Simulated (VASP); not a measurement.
A run of VASP 6.6.1 is set up as follows.

INCAR

```
ALGO = Fast ; EDIFF = 1E-6
EDIFFG = -0.02 ; ENCUT = 350
GGA = PS ; IBRION = 2
ISIF = 3 ; ISMEAR = 0
LASPH = True ; LCHARG = False
LREAL = False ; LWAVE = False
NELM = 60 ; NSW = 60
PREC = Accurate ; SIGMA = 0.05
```

The input KPOINTS:

```
k-points
0
Gamma
  2 2 2
```

File POSCAR:

```
GaGe8
1.0
    0.0000000000      8.5200000000      8.5200000000
    8.5200000000      0.0000000000      8.5200000000
    8.5200000000      8.5200000000      0.0000000000
Ga Ge
6 48
Direct
    0.0000000000      0.3333333300      0.3333333300
    0.0833333300      0.4166666700      0.7500000000
    0.3333333300      0.0000000000      0.3333333300
    0.3333333300      0.6666666700      0.3333333300
    0.7500000000      0.7500000000      0.0833333300
    0.7500000000      0.7500000000      0.7500000000
    0.0000000000      0.0000000000      0.0000000000
    0.0833333300      0.0833333300      0.0833333300
    0.0000000000      0.0000000000      0.3333333300
    0.0833333300      0.0833333300      0.4166666700
    0.0000000000      0.0000000000      0.6666666700
    0.0833333300      0.0833333300      0.7500000000
    0.0000000000      0.3333333300      0.0000000000
    0.0833333300      0.4166666700      0.0833333300
    0.0833333300      0.4166666700      0.4166666700
    0.0000000000      0.3333333300      0.6666666700
    0.0000000000      0.6666666700      0.0000000000
    0.0833333300      0.7500000000      0.0833333300
    0.0000000000      0.6666666700      0.3333333300
    0.0833333300      0.7500000000      0.4166666700
    0.0000000000      0.6666666700      0.6666666700
    0.0833333300      0.7500000000      0.7500000000
    0.3333333300      0.0000000000      0.0000000000
    0.4166666700      0.0833333300      0.0833333300
    0.4166666700      0.0833333300      0.4166666700
    0.3333333300      0.0000000000      0.6666666700
    0.4166666700      0.0833333300      0.7500000000
    0.3333333300      0.3333333300      0.0000000000
    0.4166666700      0.4166666700      0.0833333300
    0.3333333300      0.3333333300      0.3333333300
    0.4166666700      0.4166666700      0.4166666700
    0.3333333300      0.3333333300      0.6666666700
    0.4166666700      0.4166666700      0.7500000000
    0.3333333300      0.6666666700      0.0000000000
    0.4166666700      0.7500000000      0.0833333300
    0.4166666700      0.7500000000      0.4166666700
    0.3333333300      0.6666666700      0.6666666700
    0.4166666700      0.7500000000      0.7500000000
    0.6666666700      0.0000000000      0.0000000000
    0.7500000000      0.0833333300      0.0833333300
    0.6666666700      0.0000000000      0.3333333300
    0.7500000000      0.0833333300      0.4166666700
    0.6666666700      0.0000000000      0.6666666700
    0.7500000000      0.0833333300      0.7500000000
    0.6666666700      0.3333333300      0.0000000000
    0.7500000000      0.4166666700      0.0833333300
    0.6666666700      0.3333333300      0.3333333300
    0.7500000000      0.4166666700      0.4166666700
    0.6666666700      0.3333333300      0.6666666700
    0.7500000000      0.4166666700      0.7500000000
    0.6666666700      0.6666666700      0.0000000000
    0.6666666700      0.6666666700      0.3333333300
    0.7500000000      0.7500000000      0.4166666700
    0.6666666700      0.6666666700      0.6666666700
```

Potentials or basis: VASP PAW PBE potentials, release 64 (Ga, Ge).

Command:

```bash
$ cat potpaw_PBE.64/Ga/POTCAR potpaw_PBE.64/Ge/POTCAR > POTCAR
$ mpirun -np 1 vasp_std > vasp.out
```

Q: Estimate the band gap on the k mesh.

A: None (metal or under the smearing width).

Q: Estimate the relaxed volume.

A: 23.13 Å³/atom.

Forces in eV/Å, atoms in the order of the input:
```
Ga  -0.006  0.002  0.000
Ga   0.016 -0.003 -0.001
Ga  -0.008 -0.004  0.002
Ga  -0.003 -0.009  0.010
Ga  -0.001  0.005 -0.004
Ga   0.003  0.006 -0.005
Ge  -0.002  0.000  0.003
Ge  -0.002 -0.002 -0.001
Ge  -0.002 -0.013 -0.001
Ge   0.006  0.003 -0.006
Ge   0.001  0.000  0.000
Ge   0.006  0.003 -0.007
Ge  -0.004  0.002 -0.008
Ge   0.000  0.006  0.005
Ge  -0.001  0.000  0.005
Ge  -0.011  0.001  0.000
Ge  -0.008 -0.003  0.006
Ge   0.009  0.004  0.002
Ge   0.001 -0.007 -0.003
Ge  -0.001 -0.005  0.003
Ge   0.005 -0.005  0.013
Ge   0.001  0.008  0.010
Ge  -0.007 -0.016  0.003
Ge   0.007 -0.005 -0.001
Ge   0.000  0.001 -0.001
Ge   0.002 -0.009  0.006
Ge  -0.005  0.006  0.004
Ge   0.000 -0.002  0.005
Ge   0.008  0.007 -0.004
Ge   0.000 -0.001 -0.003
Ge   0.009 -0.002  0.006
Ge  -0.009 -0.009 -0.002
Ge   0.002  0.004 -0.003
Ge  -0.004 -0.002 -0.002
Ge   0.003 -0.010  0.002
Ge   0.005  0.015 -0.005
Ge  -0.005  0.006  0.007
Ge   0.007  0.008  0.007
Ge  -0.004  0.000  0.001
Ge   0.002  0.007  0.005
Ge  -0.009 -0.004 -0.006
Ge   0.003 -0.003 -0.008
Ge  -0.010  0.007  0.003
Ge   0.008  0.002  0.008
Ge  -0.002 -0.002 -0.009
Ge  -0.001  0.005 -0.009
Ge   0.002  0.001 -0.007
Ge   0.002  0.008  0.001
Ge  -0.003 -0.008  0.003
Ge   0.002  0.007 -0.004
Ge  -0.011 -0.006 -0.014
Ge   0.006 -0.002 -0.003
Ge   0.005  0.004 -0.005
Ge  -0.001  0.004  0.001
```

Caveat: the PAW data sets were made with another functional, which shifts forces and pressure a little.
